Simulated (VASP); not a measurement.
Given:

```
CELL_PARAMETERS angstrom
      0.00000     3.27089     3.27089
      3.27089     0.00000     3.27089
      3.27089     3.27089     0.00000
ATOMIC_POSITIONS crystal
  Te 0.00000 0.00000 0.00000
  Pb 0.50000 0.50000 0.50000
```

All values below come from PBE GGA, VASP's PBE PAW potentials (set 64) (plane waves; VASP). Numerical set-up: 300 eV cut-off, 9×9×9 Γ-centred mesh, Gaussian smearing of 0.010 eV, potentials Te Pb_d.

Unless said otherwise, spin-orbit coupling is left out, though it shifts the bands of the heavy elements here.

Q: Give the energies of bands 7 to 13 at the high-symmetry points, in eV from the valence-band maximum.

A: 
```tsv
band	Γ	X	U	L	W
7	-5.68	-7.24	-7.83	-8.39	-7.85
8	-1.20	-4.21	-3.84	-0.77	-3.52
9	-1.20	-2.58	-2.10	-0.77	-3.52
10	-1.20	-2.58	-1.93	0.00	-0.29
11	4.04	3.46	3.55	0.81	1.72
12	4.04	5.35	3.74	1.37	5.21
13	4.04	5.35	5.19	1.37	5.21
```

The gap is direct, 0.81 eV, from the valence maximum at L to the conduction minimum at L.

The structure comes from a computed database's TePb entry (Fm-3m); how it stands against other phases isn't given here. The cell was not relaxed at this level.
